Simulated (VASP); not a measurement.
**Si under uniaxial stress along [001]**

Wanted: the response of Si to uniaxial stress along [001], as a table, with a fit that predicts a row left out.

Method: LDA; plane waves and PAW (Si), in the first sound run; inputs show where later runs differ, in VASP 6.6.1.

Most raw output is cut from this account.

### Step 1. The structure

The structure is cubic, space group Fd-3m (No. 227). The conventional cell has a = 5.431 Å, b = 5.431 Å, c = 5.431 Å, α = 90.00°, β = 90.00°, γ = 90.00°. Si has 4 Si at 2.35 Å nearest.

### Step 2. Relax the crystal, LDA

The series starts from the cell that this level prefers, so that zero strain is near zero stress.

This step took 2 runs in a row; the last is shown.

Level: LDA; plane waves and PAW (Si).

Contents of INCAR:

```
SYSTEM = Si
PREC = Accurate
ENCUT = 450
EDIFF = 1E-07
NELM = 120
ISMEAR = 0
SIGMA = 0.02
LREAL = .FALSE.
ALGO = Normal
GGA = CA
NBANDS = 10
LORBIT = 11
LWAVE = .FALSE.
LCHARG = .FALSE.
KPAR = 8
IBRION = 2
NSW = 40
ISIF = 3
EDIFFG = -0.005
POTIM = 0.4
```

Contents of POSCAR:

```
Si
1.0
    0.0000000000      2.7014008244      2.7014008244
    2.7014008244      0.0000000000      2.7014008244
    2.7014008244      2.7014008244      0.0000000000
Si
2
Direct
    0.0000000000      0.0000000000      0.0000000000
    0.2500000000      0.2500000000      0.2500000000
```

Contents of KPOINTS:

```
Automatic mesh
0
Gamma
10 10 10
0 0 0
```

Potentials, in the order of the species: Si (LDA family, release 64).

The run is started by

```bash
> mpirun -np 8 vasp_std
```

Run time: 1.6 s. Hardware: 8 MPI ranks of Intel Xeon 6975P-C (Granite Rapids), shared host; peak memory 1.1 GiB; 8.7 s of CPU time.

Read from the output:

* energy(sigma→0) of the program: -11.9190 eV
* stress, compression positive: xx, yy, zz 0.00, 0.00, 0.00 GPa
* volume: 39.427 Å³
* ionic steps: 1

### Step 3. Strain across the axis, LDA

One member in full: the axis is strained by -2 %, and the two directions across it are strained alike until their mean stress is under 0.012 GPa or five steps are spent.

This step took 2 runs, each at a new trial strain with the atoms of the one before; the last is shown.

Level: LDA; plane waves and PAW (Si).

INCAR: that of step 2 with these lines changed.

```diff
@@ -14,7 +14,7 @@
 LCHARG = .FALSE.
-KPAR = 8
-IBRION = 2
-NSW = 40
-ISIF = 3
-EDIFFG = -0.005
-POTIM = 0.4
+KPAR = 2
+IBRION = 1
+NSW = 25
+ISIF = 2
+EDIFFG = -0.004
+POTIM = 0.3
```

Contents of POSCAR:

```
Si
1.0
    0.0000000000      2.7174372970      2.6473728080
    2.7174372970      0.0000000000      2.6473728080
    2.7174372970      2.7174372970      0.0000000000
Si
2
Direct
    0.0000000000      0.0000000000      0.0000000000
    0.2500000000      0.2500000000      0.2500000000
```

KPOINTS is that of step 2.

The run is started by

```bash
> mpirun -np 2 vasp_std
```

It took 5.8 s on 2 MPI ranks; peak memory 0.27 GiB.

Numbers from this step:

```
energy(sigma→0) of the program : -11.9129 eV
stress, compression positive   : xx, yy, zz 0.00, 0.00, 2.41 GPa
ionic steps                    : 1
```

### Step 4. Band edges, TB-mBJ with spin-orbit coupling

Short lines in KPOINTS_OPT sample the zone centre along and across the axis, for masses, and the other valleys.

Level: TB-mBJ, spin-orbit coupling; plane waves and PAW (Si).

TB-mBJ has no energy functional, so the total energy, stress and pressure in this output mean nothing.

Contents of INCAR:

```
SYSTEM = Si
PREC = Accurate
ENCUT = 450
EDIFF = 1E-06
NELM = 150
ISMEAR = 0
SIGMA = 0.02
LREAL = .FALSE.
ALGO = Normal
METAGGA = MBJ
LASPH = .TRUE.
LNONCOLLINEAR = .TRUE.
MAGMOM = 0 0 0 0 0 0
NBANDS = 18
GGA_COMPAT = .FALSE.
LSORBIT = .TRUE.
LWAVE = .FALSE.
LCHARG = .FALSE.
KPAR = 2
```

POSCAR is that of step 3.

Contents of KPOINTS:

```
Automatic mesh
0
Gamma
8 8 8
0 0 0
```

Contents of KPOINTS_OPT:

```
Line mode
6
Line-mode
Reciprocal
  0.00000000   0.00000000   0.00000000
  0.02106712   0.02106712   0.00000000

  0.00000000   0.00000000   0.00000000
 -0.00000000  -0.02162468  -0.02162468

  0.31000000   0.31000000   0.00000000
  0.50000000   0.50000000   0.00000000

  0.00000000   0.31000000   0.31000000
  0.00000000   0.50000000   0.50000000

  0.45000000   0.45000000   0.45000000
  0.50000000   0.50000000   0.50000000

  0.45000000   0.00000000   0.00000000
  0.50000000   0.00000000   0.00000000

  0.42500000   0.42500000   0.00000000
  0.42500000   0.44662468   0.02162468

  0.50000000   0.50000000   0.50000000
  0.48470904   0.51529096   0.50000000
```

The run is started by

```bash
> mpirun -np 2 vasp_ncl
```

Wall time 71 s (2 MPI ranks); peak memory 0.57 GiB; 2.3 min of CPU time.

### Step 5. The table

LASPH is off in runs at LDA and on in runs at TB-mBJ.

Runs beyond LDA use the data sets made with LDA; this shifts their levels slightly, and their total energies have another zero (at TB-mBJ, which has no energy functional, they mean nothing).

The other members went through these steps as far as the tables show, with the same cutoff and, step by step, the same mesh; 22 runs are not shown. The session took 0.39 core hours (wall time by ranks) on a shared machine.

```csv
strain along the axis (%),strain across the axis (%),"stress along the axis, tension positive (GPa)",energy above the unstrained row (meV/atom),"gap on the mesh, LDA (eV)"
-2.000,0.594,-2.409,3.034,0.162
-1.500,0.442,-1.822,1.715,0.235
-1.000,0.292,-1.225,0.767,0.308
-0.500,0.145,-0.618,0.195,0.381
0,0.000,-0.003,0.000,0.453
0.500,-0.140,0.625,0.186,0.423
1.000,-0.280,1.259,0.759,0.392
1.500,-0.420,1.897,1.721,0.362
2.000,-0.550,2.552,3.073,0.332
```

Slopes at zero strain, from cubics through all rows: strain ratio -0.287, stress over strain 124 GPa.

Band edges at TB-mBJ with spin-orbit coupling, counted from the valence-band top at Γ, spin-orbit pairs averaged, with one row partly withheld:

| strain along the axis (%) | gap (eV) | conduction band at Γ (eV) | Δ or X valley along z (eV) | Δ or X valley along x (eV) | lowest conduction level at L, [111] (eV) | lowest conduction level at L, [-111] (eV) | second valence level below the top (eV) | third valence level below the top (eV) |
| --- | --- | --- | --- | --- | --- | --- | --- | --- |
| -2.000 | 0.928 | 3.019 | 0.926 | 1.164 | 2.136 | 2.136 | 0.186 | 0.220 |
| -1.500 | 1.004 | 3.065 | 1.003 | 1.180 | 2.173 | 2.173 | 0.138 | 0.172 |
| -1.000 | 1.080 | 3.110 | 1.079 | 1.196 | 2.207 | 2.207 | 0.089 | 0.124 |
| -0.500 | 1.154 | 3.150 | 1.153 | 1.211 | 2.236 | 2.236 | 0.042 | 0.080 |
| 0 | 1.221 | 3.177 | 1.220 | 1.220 | 2.255 | 2.255 | 0.000 | 0.047 |
| 0.500 | 1.190 | 3.157 | ? | 1.188 | 2.229 | 2.229 | 0.021 | 0.077 |
| 1.000 | 1.157 | 3.133 | 1.271 | 1.156 | 2.199 | 2.199 | 0.026 | 0.122 |
| 1.500 | 1.126 | 3.109 | 1.295 | 1.124 | 2.166 | 2.166 | 0.028 | 0.172 |
| 2.000 | 1.094 | 3.085 | 1.319 | 1.093 | 2.129 | 2.129 | 0.029 | 0.221 |

Conduction masses, in electron masses:

```
strain along the axis (%)  Δz mass, longitudinal  Δz mass, transverse, at 0.85 of Γ–X  L [111] mass, longitudinal  L [111] mass, transverse along [1-10]
                   -2.000                  0.924                                0.214                       1.844                                  0.137
                   -1.500                  0.932                                0.214                       1.856                                  0.139
                   -1.000                  0.937                                0.212                       1.889                                  0.143
                   -0.500                  0.945                                0.213                       1.871                                  0.147
                        0                  0.948                                0.211                       1.883                                  0.152
                    0.500                  0.954                                0.211                       1.880                                  0.157
                    1.000                  0.963                                0.211                       1.871                                  0.162
                    1.500                  0.965                                0.210                       1.871                                  0.168
                    2.000                  0.973                                0.210                       1.817                                  0.174
```

### Step 6. Fit and prediction

The quantity to fit is the splitting of the Δ or X valleys (z less x) at TB-mBJ with spin-orbit coupling: -0.238, -0.177, -0.117, -0.058, 0.000, 0.115, 0.171, 0.226 eV in the rows shown.

Fitting a parabola to the 8 known rows (d: strain along the axis less the strain across it, in %) gives E = − 5.87e-4 d² + 0.09010 d + 4.59e-5 in eV; the residuals are 5.0e-5 eV r.m.s.

For the withheld row, d = 0.64, the fit gives 0.0575 eV.

### Step 7. The withheld row

The calculation gives 0.0573 eV, so the prediction is 0.0002 eV too high.

The splitting is Ξu times d, with d as a fraction, so the linear term gives Ξu = 9.0 eV.

### Step 8. What came out

| Property | Result |
| --- | --- |
| Poisson ratio | 0.287 |
| Young's modulus along the axis | 124 GPa |
| gap of the unstrained cell, TB-mBJ with spin-orbit coupling | 1.22 eV |
| shear deformation potential Ξu of the Δ or X valleys | 9.0 eV |
| error of the predicted row | 0.2 meV |

In words: As a check, the curvature of the energy gives 124 GPa for the same modulus (energy per volume = E/2 × strain²), 0 % from the slope of the stress. At TB-mBJ with spin-orbit coupling the lowest conduction valley is Δ or X throughout, and the gap runs between 0.93 and 1.22 eV. Hole masses are left out throughout, since the top bands are degenerate or cross in many series; of conduction masses, those of the Γ, L and (for Si and Ge under (001) strain) Δ valleys are kept where they change by under an eighth between rows. A measured gap of unstrained Si is 1.1 eV (arxiv:1111.5263, band gap, quoted experimental value, temperature not given); the static gaps here belong to the lattice relaxed at LDA. TB-mBJ is a potential fitted for gaps; it has no energy functional, so its total energies and forces mean nothing, and its bands tend to come out too narrow. Δ or X levels are the lowest on their line, refined by a parabola unless they lie at X; the gap is read from all points sampled and can differ from the lowest valley by some meV, or by tens of meV where strain moves the valence top off Γ. Temperature, zero-point motion and excitons are left out.

[Lines on the potential files, build, host, timing and source positions are cut from VASP's logs without a mark.]

[Logs are printed without paths, hosts, clocks, repeated set-up lines and the standing remarks that a program may print on its own settings, such as how far it seeks lower states.]

[Hosts, paths, dates, database ids (printed as entryN), source tags and the programs' standing remarks are cut or masked in the printed files.]

[In band tables of VASP the shares of atoms and orbitals are scaled to a sum of 1 inside the atoms' spheres.]
